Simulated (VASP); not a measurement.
An input for Quantum ESPRESSO's pw.x (written as the equivalent of a VASP run, and not itself run):

```
&CONTROL
  calculation = 'scf'
  pseudo_dir = './pseudo'
  outdir = './out'
  tprnfor = .true.
  tstress = .true.
/
&SYSTEM
  ibrav = 0
  nat = 8
  ntyp = 2
  ecutwfc = 78
  occupations = 'tetrahedra'
  input_dft = 'pbesol'
/
&ELECTRONS
  conv_thr = 7.3e-09
  electron_maxstep = 100
/
ATOMIC_SPECIES
  Sn 118.710 Sn.upf
  Ge 72.630 Ge.upf
CELL_PARAMETERS angstrom
     6.3259929    0.0020323    0.0020323
     0.0020323    6.3259929    0.0020323
     0.0020323    0.0020323    6.3259929
ATOMIC_POSITIONS crystal
  Sn   0.0086200  0.9913882  0.9913882
  Sn   0.2413800  0.2586118  0.2586118
  Sn   0.4913882  0.5086200  0.9913882
  Sn   0.7586118  0.7413800  0.2586118
  Sn   0.4913882  0.9913882  0.5086200
  Sn   0.7586118  0.2586118  0.7413800
  Ge   0.0087962  0.5087962  0.5087962
  Ge   0.2412038  0.7412038  0.7412038
K_POINTS automatic
  6 6 6 0 0 0
```

Question: Write the VASP files for the same calculation (PBEsol).

Answer: This is not unique; one that fits is 
File POSCAR:
```
Sn6Ge2
1
    6.3259929251     0.0020322647     0.0020322647
    0.0020322647     6.3259929251     0.0020322647
    0.0020322647     0.0020322647     6.3259929251
Sn Ge
6 2
Direct
  0.0086200426   0.9913882029   0.9913882029
  0.2413799574   0.2586117971   0.2586117971
  0.4913882029   0.5086200426   0.9913882029
  0.7586117971   0.7413799574   0.2586117971
  0.4913882029   0.9913882029   0.5086200426
  0.7586117971   0.2586117971   0.7413799574
  0.0087962002   0.5087962002   0.5087962002
  0.2412037998   0.7412037998   0.7412037998
```

**INCAR**
```
ALGO=Normal
EDIFF=1E-7
ENCUT=400
GGA=PS
ISIF=2
ISMEAR=-5
LASPH=.TRUE.
LCHARG=.TRUE.
LEFG=.TRUE.
LMAXMIX=4
LORBIT=11
LREAL=.FALSE.
LWAVE=.FALSE.
NEDOS=601
NELM=100
PREC=Accurate
SYSTEM=Sn6Ge2
```

### KPOINTS
```
K-points
0
Gamma
  6 6 6
0 0 0
```

POTCAR, in this order: Sn_d Ge_d (PBE.64 set). Program: vasp_std.

What does not carry over: the potentials are each code's own (VASP's PAW set, PseudoDojo norm-conserving files in pw.x), so ENCUT and ecutwfc are chosen apart and not converted; conv_thr bounds pw.x's estimated SCF error, while EDIFF bounds the energy change between steps; the field gradients of LEFG aren't asked of the other code.

The structure was generated: Sn6Ge2 was put into an ordered model structure (R-3m), which need not be its known phase. It was relaxed first.
